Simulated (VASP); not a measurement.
These are LDA (Ceperley-Alder, Perdew-Zunger), VASP's LDA PAW potentials (set 64) (plane waves; VASP 6.6.1) values and carry that method's errors.

A VASP calculation is set up with these files.

### POSCAR
```
AuZn
3.150
  1.0000000000   0.0000000000   0.0000000000
  0.0000000000   1.0000000000   0.0000000000
  0.0000000000   0.0000000000   1.0000000000
Zn Au
1 1
Cart
  0.5000000000   0.5000000000   0.5000000000
  0.0000000000   0.0000000000   0.0000000000
```

**KPOINTS**
```
Automatic
0
gamma
 14 14 14
0 0 0
```

### INCAR
```
! general
SYSTEM  = AuZn
PREC    = Accurate
ENCUT   = 300
LREAL   = .FALSE.
LASPH   = .TRUE.

! electronic loop
EDIFF   = 1E-6
NELM    = 100
ALGO    = Normal
LMAXMIX = 6

! smearing
ISMEAR  = -1
SIGMA   = 0.1

! ions
ISIF    = 2

! output
LWAVE   = .FALSE.
LCHARG  = .FALSE.
```

POTCAR, in this order: Zn Au (LDA.64 set). Program: vasp_std.

Output

OSZICAR:
```
       N       E                     dE             d eps       ncg     rms          rms(c)
DAV:   1     0.897716418538E+02    0.89772E+02   -0.84475E+03  3742   0.132E+03
DAV:   2    -0.473227393387E+01   -0.94504E+02   -0.91671E+02  3859   0.263E+02
DAV:   3    -0.726485684923E+01   -0.25326E+01   -0.25243E+01  4370   0.524E+01
DAV:   4    -0.727738785499E+01   -0.12531E-01   -0.12530E-01  4181   0.324E+00
DAV:   5    -0.727753446281E+01   -0.14661E-03   -0.14661E-03  4440   0.357E-01    0.866E+00
DAV:   6    -0.678676057520E+01    0.49077E+00   -0.17181E+00  3677   0.152E+01    0.546E+00
DAV:   7    -0.675373212932E+01    0.33028E-01   -0.33342E-02  4990   0.436E+00    0.291E+00
DAV:   8    -0.674210947766E+01    0.11623E-01   -0.11496E-02  4169   0.119E+00    0.152E-01
DAV:   9    -0.674211006052E+01   -0.58286E-06   -0.43119E-04  4162   0.275E-01    0.719E-02
DAV:  10    -0.674210523634E+01    0.48242E-05   -0.50749E-05  4438   0.116E-01    0.180E-02
DAV:  11    -0.674210399556E+01    0.12408E-05   -0.95768E-06  3950   0.777E-02    0.357E-03
DAV:  12    -0.674210397373E+01    0.21836E-07   -0.17777E-07  1982   0.111E-02
   1 F= -.67421040E+01 E0= -.67330097E+01  d E =-.181885E-01
```

OUTCAR:
```
------------------------ aborting loop because EDIFF is reached ----------------------------------------
  FORCE on cell =-STRESS in cart. coord.  units (eV):
  Direction    XX          YY          ZZ          XY          YZ          ZX
  --------------------------------------------------------------------------------------
  Total       -1.3862742     -1.3862742     -1.3862742     -0.0000000     -0.0000000     -0.0000000
  in kB      -71.0604664    -71.0604664    -71.0604664     -0.0000000     -0.0000000     -0.0000000
  external PRESSURE =     -71.0604664 kB  Pullay stress =       0.0000000 kB
  volume of cell :       31.26
      direct lattice vectors                 reciprocal lattice vectors
     3.150000000  0.000000000  0.000000000     0.317460317  0.000000000  0.000000000
     0.000000000  3.150000000  0.000000000     0.000000000  0.317460317  0.000000000
     0.000000000  0.000000000  3.150000000     0.000000000  0.000000000  0.317460317
 POSITION                                       TOTAL-FORCE (eV/Angst)
 -----------------------------------------------------------------------------------
      1.57500      1.57500      1.57500         0.000000      0.000000      0.000000
      0.00000      0.00000      0.00000         0.000000      0.000000      0.000000
 -----------------------------------------------------------------------------------
    total drift:                                0.000000     -0.000000      0.000000
  FREE ENERGIE OF THE ION-ELECTRON SYSTEM (eV)
  ---------------------------------------------------
  free  energy   TOTEN  =        -6.7421039737 eV

  energy  without entropy=       -6.7239154300  energy(sigma->0) =       -6.73300970
```
(Selected blocks of OUTCAR.)

**OUTCAR**
```
 val. band max:        6.8140638526   @ k =   0.3571   0.2857   0.0714

 cond. band min:       6.8830972084   @ k =   0.5000   0.5000   0.2143


 Fermi energy:         6.8480355361

 k-point     1 :       0.0000    0.0000    0.0000
  band No.  band energies     occupation
      1      -3.7742      2.00000
      2      -1.3050      2.00000
      3      -1.3050      2.00000
      4      -0.6356      2.00000
      5      -0.6356      2.00000
      6      -0.6356      2.00000
      7       1.4289      2.00000
      8       1.4289      2.00000
      9       3.1211      2.00000
     10       3.1211      2.00000
     11       3.1211      2.00000
     12      11.7671      0.00000
     13      11.7671      0.00000
     14      11.7671      0.00000
     15      15.5372      0.00000

 k-point     2 :       0.0714    0.0000    0.0000
  band No.  band energies     occupation
      1      -3.6836      2.00000
      2      -1.2856      2.00000
      3      -1.2784      2.00000
      4      -0.6367      2.00000
      5      -0.6367      2.00000
      6      -0.6281      2.00000
      7       1.4147      2.00000
      8       1.4542      2.00000
      9       3.0512      2.00000
     10       3.0512      2.00000
     11       3.1137      2.00000
     12      11.0346      0.00000
     13      11.9383      0.00000
     14      11.9383      0.00000
     15      16.0116      0.00000

 k-point     3 :       0.1429    0.0000    0.0000
  band No.  band energies     occupation
      1      -3.4156      2.00000
      2      -1.2298      2.00000
      3      -1.2042      2.00000
      4      -0.6395      2.00000
      5      -0.6395      2.00000
      6      -0.6070      2.00000
      7       1.3738      2.00000
      8       1.5251      2.00000
      9       2.8650      2.00000
     10       2.8650      2.00000
     11       3.0930      2.00000
     12       9.5862      0.00000
     13      12.4301      0.00000
     14      12.4301      0.00000
     15      16.6289      0.00000
...
```

At this cut-off the stress carries a Pulay error, which pulls relaxed volumes low. Unless said otherwise, spin-orbit coupling is left out, though it shifts the bands of the heavy elements here.

The structure is a typed AuZn crystal (Pm-3m). The cell was not relaxed at this level. The electron count is odd and the run is not spin-polarised, which forces a metal.
